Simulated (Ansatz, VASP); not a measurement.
# AlSi23HO48 (Al-H pair in alpha-quartz): VASP beside Ansatz

Wanted: the spread between two codes on one cell, functional and k mesh. The structure shown is the start of the Ansatz relaxation below; VASP solves that cell, so the two are compared at the walk's first step.

Method: plane waves, with VASP 6.6.1 beside it; single point at HSE06, in Ansatz 0.2.0.

### Step 1. Set-up

The cell holds 73 atoms: 23 Si, 48 O, 1 Al and 1 H. Cell: a = 10.037 Å, b = 10.037 Å, c = 11.018 Å, α = 90.0°, β = 90.0°, γ = 120.0°. It derives from SiO2 (SiO2 (P3_221)). Nearest the centre at fractional (0.218, 0.153, 0.418): O24 at 0.33 Å, Al72 at 1.30 Å, H73 at 1.33 Å, Si1 at 1.91 Å, O33 at 2.39 Å, O29 at 2.41 Å, O32 at 2.41 Å, O41 at 2.80 Å.

### Step 2. Ansatz: relaxation, HSE06

Ansatz runs on its default PAW (the set named soft_2) files.

The two programs are compared at the cell with which this relaxation starts, whose forces are those of its first step.

input.yaml

```yaml
relax:
  f_tol: 0.01
  max_steps: 80
  random_displacement: { amplitude: 0.02, seed: 35 }
crystal:
  lattice:
    - [10.03667681, 0.0, 0.0]
    - [-5.01833841, 8.69201709, 0.0]
    - [0.0, 0.0, 11.01794811]
  atoms:
    - { symbol: Si, position: [0.238184543, 0.0, 0.333333333] }
    - { symbol: Si, position: [0.0, 0.238184543, 0.166666667] }
    - { symbol: Si, position: [0.261815457, 0.261815457, 0.0] }
    - { symbol: O, position: [0.207203439, 0.128060007, 0.397141938] }
    - { symbol: O, position: [0.371939993, 0.079143432, 0.230475271] }
    - { symbol: O, position: [0.420856568, 0.292796561, 0.063808604] }
    - { symbol: O, position: [0.128060007, 0.207203439, 0.102858062] }
    - { symbol: O, position: [0.079143432, 0.371939993, 0.269524729] }
    - { symbol: O, position: [0.292796561, 0.420856568, 0.436191396] }
    - { symbol: Si, position: [0.238184543, 0.0, 0.833333333] }
    - { symbol: Si, position: [0.0, 0.238184543, 0.666666667] }
    - { symbol: Al, position: [0.261815457, 0.261815457, 0.5] }
    - { symbol: O, position: [0.207203439, 0.128060007, 0.897141938] }
    - { symbol: O, position: [0.371939993, 0.079143432, 0.730475271] }
    - { symbol: O, position: [0.420856568, 0.292796561, 0.563808604] }
    - { symbol: O, position: [0.128060007, 0.207203439, 0.602858062] }
    - { symbol: O, position: [0.079143432, 0.371939993, 0.769524729] }
    - { symbol: O, position: [0.292796561, 0.420856568, 0.936191396] }
    - { symbol: Si, position: [0.238184543, 0.5, 0.333333333] }
    - { symbol: Si, position: [0.0, 0.738184543, 0.166666667] }
    - { symbol: Si, position: [0.261815457, 0.761815457, 0.0] }
    - { symbol: O, position: [0.207203439, 0.628060007, 0.397141938] }
    - { symbol: O, position: [0.371939993, 0.579143432, 0.230475271] }
    - { symbol: O, position: [0.420856568, 0.792796561, 0.063808604] }
    - { symbol: O, position: [0.128060007, 0.707203439, 0.102858062] }
    - { symbol: O, position: [0.079143432, 0.871939993, 0.269524729] }
    - { symbol: O, position: [0.292796561, 0.920856568, 0.436191396] }
    - { symbol: Si, position: [0.238184543, 0.5, 0.833333333] }
    - { symbol: Si, position: [0.0, 0.738184543, 0.666666667] }
    - { symbol: Si, position: [0.261815457, 0.761815457, 0.5] }
    - { symbol: O, position: [0.207203439, 0.628060007, 0.897141938] }
    - { symbol: O, position: [0.371939993, 0.579143432, 0.730475271] }
    - { symbol: O, position: [0.420856568, 0.792796561, 0.563808604] }
    - { symbol: O, position: [0.128060007, 0.707203439, 0.602858062] }
    - { symbol: O, position: [0.079143432, 0.871939993, 0.769524729] }
    - { symbol: O, position: [0.292796561, 0.920856568, 0.936191396] }
    - { symbol: Si, position: [0.738184543, 0.0, 0.333333333] }
    - { symbol: Si, position: [0.5, 0.238184543, 0.166666667] }
    - { symbol: Si, position: [0.761815457, 0.261815457, 0.0] }
    - { symbol: O, position: [0.707203439, 0.128060007, 0.397141938] }
    - { symbol: O, position: [0.871939993, 0.079143432, 0.230475271] }
    - { symbol: O, position: [0.920856568, 0.292796561, 0.063808604] }
    - { symbol: O, position: [0.628060007, 0.207203439, 0.102858062] }
    - { symbol: O, position: [0.579143432, 0.371939993, 0.269524729] }
    - { symbol: O, position: [0.792796561, 0.420856568, 0.436191396] }
    - { symbol: Si, position: [0.738184543, 0.0, 0.833333333] }
    - { symbol: Si, position: [0.5, 0.238184543, 0.666666667] }
    - { symbol: Si, position: [0.761815457, 0.261815457, 0.5] }
    - { symbol: O, position: [0.707203439, 0.128060007, 0.897141938] }
    - { symbol: O, position: [0.871939993, 0.079143432, 0.730475271] }
    - { symbol: O, position: [0.920856568, 0.292796561, 0.563808604] }
    - { symbol: O, position: [0.628060007, 0.207203439, 0.602858062] }
    - { symbol: O, position: [0.579143432, 0.371939993, 0.769524729] }
    - { symbol: O, position: [0.792796561, 0.420856568, 0.936191396] }
    - { symbol: Si, position: [0.738184543, 0.5, 0.333333333] }
    - { symbol: Si, position: [0.5, 0.738184543, 0.166666667] }
    - { symbol: Si, position: [0.761815457, 0.761815457, 0.0] }
    - { symbol: O, position: [0.707203439, 0.628060007, 0.397141938] }
    - { symbol: O, position: [0.871939993, 0.579143432, 0.230475271] }
    - { symbol: O, position: [0.920856568, 0.792796561, 0.063808604] }
    - { symbol: O, position: [0.628060007, 0.707203439, 0.102858062] }
    - { symbol: O, position: [0.579143432, 0.871939993, 0.269524729] }
    - { symbol: O, position: [0.792796561, 0.920856568, 0.436191396] }
    - { symbol: Si, position: [0.738184543, 0.5, 0.833333333] }
    - { symbol: Si, position: [0.5, 0.738184543, 0.666666667] }
    - { symbol: Si, position: [0.761815457, 0.761815457, 0.5] }
    - { symbol: O, position: [0.707203439, 0.628060007, 0.897141938] }
    - { symbol: O, position: [0.871939993, 0.579143432, 0.730475271] }
    - { symbol: O, position: [0.920856568, 0.792796561, 0.563808604] }
    - { symbol: O, position: [0.628060007, 0.707203439, 0.602858062] }
    - { symbol: O, position: [0.579143432, 0.871939993, 0.769524729] }
    - { symbol: O, position: [0.792796561, 0.920856568, 0.936191396] }
    - { symbol: H, position: [0.171375439, 0.047432007, 0.331329938] }
basis:
  ecutwfc: 420
  xc_grid: 2
hamiltonian:
  xc: hse06
kpoints:
  mp_grid: { grid: [1, 1, 1] }
scf:
  occupations: { method: fermi_dirac, width: 0.01 }
  max_iter: 120
output:
  forces: true
checkpoint:
  write: "../relax.run"
  compress: false
  write_wavefunctions: true
  write_every: 100000
```

Command:

```sh
$ ansatz run input.yaml --threads 4 --pin off --max-ram 7536MiB --backend cpu --events-out ev --progress --plain --runs-dir out
```

Numbers of over 12 decimals in the logs are rounded to 6 here.

Output:

```text
exact exchange: scf.exx.singularity resolves to wigner_seitz, which cuts the screened interaction at the faces of the exchange supercell's Wigner-Seitz cell, so that each pair interacts once, at the shortest of its separations (the periodic images that this leaves out come, for a point-like exchange hole, to about 0.008 eV on a filled level). The cut falls within the interaction's reach, and what an exchange supercel [...]
Engine: ansatz 0.2.0, aarch64-unknown-linux-gnu
Pseudopotentials: kind: paw
Pseudopotential: Si, paw, valence charge 4, recommended cutoff 420 eV (normal), Si.paw.azcp
Pseudopotential: O, paw, valence charge 6, recommended cutoff 420 eV (normal), O.paw.azcp
Pseudopotential: Al, paw, valence charge 3, recommended cutoff 420 eV (normal), Al.paw.azcp
Pseudopotential: H, paw, valence charge 1, recommended cutoff 420 eV (normal), H.paw.azcp
Functional definition: HSE06
  parameter a = 0.25
  parameter omega = 0.11/bohr
  exchange = pbe_x - a*pbe_x_sr(omega) + a*exact_x_sr(omega)
  correlation = pbe_c
Crystal: 73 atoms, lattice volume = 961.194 Å³
Basis set: ecut = 420 eV, 18781 PW (Γ), exchange–correlation on 144×144×150 points (8 copies of the dense FFT grid, shifted against one another)
Bands: 265, of which v1, the nominal top of the filled ones, is band 192 counted from 1 (191 counted from 0)
Symmetry: 1 space group operations
k-points: 1
Non-local potential: Si, projectors of the file, l = 0: 2, l = 1: 2, l = 2: 2
Non-local potential: O, projectors of the file, l = 0: 2, l = 1: 2, l = 2: 1
Non-local potential: Al, projectors of the file, l = 0: 2, l = 1: 2, l = 2: 1
Non-local potential: H, projectors of the file, l = 0: 2, l = 1: 1
PAW form: soft (Blöchl's): semilocal exchange-correlation on the pseudo side does not see the compensation charge
PAW frozen core: Si, regenerated for the run's functional, and the local potential with it (the file was generated under x = pbe(κ = 0.804, μ = 0.219515), c = pbe(β = 0.066725))
PAW frozen core: O, regenerated for the run's functional, and the local potential with it (the file was generated under x = pbe(κ = 0.804, μ = 0.219515), c = pbe(β = 0.066725))
PAW frozen core: Al, regenerated for the run's functional, and the local potential with it (the file was generated under x = pbe(κ = 0.804, μ = 0.219515), c = pbe(β = 0.066725))
PAW one-centre angular grid: Si, 110 points (default); XC on 64 Gauss nodes
PAW one-centre angular grid: O, 110 points (default); XC on 96 Gauss nodes
PAW one-centre angular grid: Al, 110 points (default); XC on 64 Gauss nodes
PAW one-centre angular grid: H, 110 points (default); XC on 64 Gauss nodes
Initial density: superposition of atomic densities (neutral atoms: chi_scale 0, normalization atom), corrected by the library's trained network
Initial wavefunctions: pseudopotential atomic-orbital guess
Functional: x = pbe(κ = 0.804, μ = 0.219515), c = pbe(β = 0.066725), warm-up for x = pbe(κ = 0.804, μ = 0.219515) + 0.25 (exact − pbe) at short range (hse, ω = 0.207870 Å⁻¹), c = pbe(β = 0.066725); HSE06 as pw.x's `hse` composes it (authors' and Libxc's form: `xc: wpbeh`)
SCF iter   1: F=—  HF=-42483.839176 eV  |F-HF|=—  |Δ(HF+E_count)|=         —  Δρ=7.75e-3  dr2=7.24e-1  ethr=1.77e-3  ⟨swp⟩=16.0  Hψ=1566  notcnv=0
preconditioner: auto → none  [insulator: Δε(μ)=4.304 eV  Ē_g=16.603 eV  σ=0.010 eV  W_gap=1.00  n_scr=212 (ndim 8)  ℏωp=23.5 eV  f_vac=0.149  D(μ)=0.00/eV (n_scr^D=0)]
SCF iter   2: F=—  HF=-42483.607316 eV  |F-HF|=—  |Δ(HF+E_count)|=   2.32e-1  Δρ=4.57e-3  dr2=1.22e-1  ethr=1.88e-4  ⟨swp⟩=9.0  Hψ=830  notcnv=0
SCF iter   3: F=—  HF=-42483.581302 eV  |F-HF|=—  |Δ(HF+E_count)|=   2.60e-2  Δρ=1.68e-3  dr2=1.51e-2  ethr=3.17e-5  ⟨swp⟩=7.0  Hψ=734  notcnv=0  defer=1
SCF iter   4: F=—  HF=-42483.580205 eV  |F-HF|=—  |Δ(HF+E_count)|=   1.10e-3  Δρ=7.73e-4  dr2=3.33e-3  ethr=3.93e-6  ⟨swp⟩=8.0  Hψ=719  notcnv=0  defer=2
[...]
max |Σ_I F_I| component: 9.86e-5 eV/Å
--- Band table (eV) ---
  k-point 0: bands = [... 188 lower, 0.6792, 0.8112, 0.8334, 0.9486, 8.2192, 10.0538, 10.1825, 10.4788, ... 44 higher]
  guard bands above this table: 25 of the run's 265 bands. The solve was not asked for them (output.publish_guard_bands: true or output.eigenvalues: true publishes all)
--- Relaxed structure (19 steps of the walk, 18 accepted, 0 SCFs on fresh bases) ---
  F+E_penalty+E_count = -42503.58663913 eV   max|allowed force component| = 4.686e-3 eV/Å
  atoms:
    - { symbol: Si, position: [0.231777, -0.011685, 0.329846] }
    - { symbol: Si, position: [0.000692365, 0.246701, 0.161762] }
    - { symbol: Si, position: [0.261539, 0.265404, -0.00473892] }
    - { symbol: O, position: [0.168401, 0.094571, 0.401536] }
    - { symbol: O, position: [0.369036, 0.096071, 0.241482] }
    - { symbol: O, position: [0.413678, 0.295158, 0.067650] }
    - { symbol: O, position: [0.123115, 0.215624, 0.091194] }
    - { symbol: O, position: [0.084237, 0.384765, 0.257606] }
    - { symbol: O, position: [0.290666, 0.418441, 0.423270] }
    - { symbol: Si, position: [0.247310, 0.00540427, 0.833415] }
    - { symbol: Si, position: [0.00418746, 0.245778, 0.672420] }
    - { symbol: Al, position: [0.264551, 0.265780, 0.507287] }
    - { symbol: O, position: [0.213211, 0.129956, 0.897063] }
    - { symbol: O, position: [0.386246, 0.085116, 0.737615] }
    - { symbol: O, position: [0.429078, 0.270636, 0.551099] }
    - { symbol: O, position: [0.126591, 0.207120, 0.616776] }
    - { symbol: O, position: [0.083646, 0.385281, 0.770137] }
    - { symbol: O, position: [0.298994, 0.422328, 0.927458] }
    - { symbol: Si, position: [0.240568, 0.503352, 0.328754] }
    - { symbol: Si, position: [-0.0040505, 0.727648, 0.160182] }
    - { symbol: Si, position: [0.266609, 0.766424, -0.000664811] }
    - { symbol: O, position: [0.208619, 0.628857, 0.395381] }
    - { symbol: O, position: [0.374831, 0.589016, 0.228364] }
    - { symbol: O, position: [0.420879, 0.805588, 0.072967] }
    - { symbol: O, position: [0.121956, 0.700600, 0.091827] }
    - { symbol: O, position: [0.081869, 0.864489, 0.259108] }
    - { symbol: O, position: [0.288015, 0.915053, 0.432154] }
    - { symbol: Si, position: [0.246799, 0.506290, 0.828921] }
    - { symbol: Si, position: [0.00517301, 0.740450, 0.670115] }
    - { symbol: Si, position: [0.259015, 0.758335, 0.498394] }
    - { symbol: O, position: [0.229200, 0.639431, 0.895841] }
    - { symbol: O, position: [0.377425, 0.582041, 0.724473] }
    - { symbol: O, position: [0.416568, 0.794619, 0.564361] }
    - { symbol: O, position: [0.125003, 0.706364, 0.598527] }
    - { symbol: O, position: [0.093060, 0.878011, 0.766185] }
    - { symbol: O, position: [0.293368, 0.923513, 0.938533] }
    - { symbol: Si, position: [0.751424, 0.000443297, 0.332334] }
    - { symbol: Si, position: [0.496544, 0.245566, 0.168132] }
    - { symbol: Si, position: [0.747926, 0.252151, 0.00126386] }
[...]
- { symbol: Si, position: [0.735737, -0.00209419, 0.834711] }
    - { symbol: Si, position: [0.508231, 0.234815, 0.661212] }
    - { symbol: Si, position: [0.767589, 0.255988, 0.502810] }
[...]
- { symbol: Si, position: [0.742605, 0.495410, 0.333475] }
    - { symbol: Si, position: [0.503091, 0.744007, 0.165353] }
    - { symbol: Si, position: [0.756873, 0.755360, -0.00463115] }
[...]
- { symbol: O, position: [0.595589, 0.873566, 0.267901] }
    - { symbol: O, position: [0.818228, 0.920125, 0.424590] }
    - { symbol: Si, position: [0.737802, 0.496498, 0.829893] }
    - { symbol: Si, position: [0.501358, 0.741738, 0.661533] }
    - { symbol: Si, position: [0.768398, 0.761063, 0.498468] }
    - { symbol: O, position: [0.703863, 0.619389, 0.896902] }
    - { symbol: O, position: [0.882584, 0.586102, 0.739175] }
    - { symbol: O, position: [0.919621, 0.792247, 0.572176] }
    - { symbol: O, position: [0.628154, 0.718037, 0.589840] }
    - { symbol: O, position: [0.583404, 0.871573, 0.764618] }
    - { symbol: O, position: [0.793317, 0.912600, 0.928158] }
    - { symbol: H, position: [0.056646, 0.040512, 0.409680] }
```

The column dr2 measures how far the density is from self-consistency, as an energy; F and HF (Harris–Foulkes) agree once it is small.

(Part 1 of 2 ends here.)

[Lines on the potential files, build, host, timing and source positions are cut from VASP's logs without a mark.]

[Logs are printed without paths, hosts, clocks, repeated set-up lines and the standing remarks that a program may print on its own settings, such as how far it seeks lower states.]

[Hosts, paths, dates, database ids (printed as entryN), source tags and the programs' standing remarks are cut or masked in the printed files.]
